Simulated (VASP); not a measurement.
Consider the following.

```yaml
crystal:
  lattice:
    - [0.00000, 3.37681, 3.37681]
    - [3.37681, 0.00000, 3.37681]
    - [3.37681, 3.37681, 0.00000]
  atoms:
    - { symbol: Hg, position: [0.00000, 0.00000, 0.00000] }
    - { symbol: Te, position: [0.25000, 0.25000, 0.25000] }
```

These are PBE GGA, VASP's PBE PAW potentials (set 64) (plane waves; VASP) values and carry that method's errors. Numerical set-up: 480 eV cut-off, 10×10×10 Γ-centred mesh, first-order Methfessel-Paxton smearing of 0.10 eV, potentials Hg Te.

Unless said otherwise, spin-orbit coupling is left out, though it shifts the bands of the heavy elements here.

Task: What does the run give for the energy per atom (σ→0), pressure, band gap (on the k-mesh) with the smallest direct gap where there is one?

Result: 
```yaml
band gap (on the k-mesh): none (metal, semimetal or under 0.01 eV)
energy per atom (σ→0): -1.819 eV/atom
pressure: -1.35 GPa
```

Total energies compare only between runs with the same potentials, cut-off and functional.

The compound is HgTe in the zinc blende structure. This cell was strained or had an atom moved on purpose.
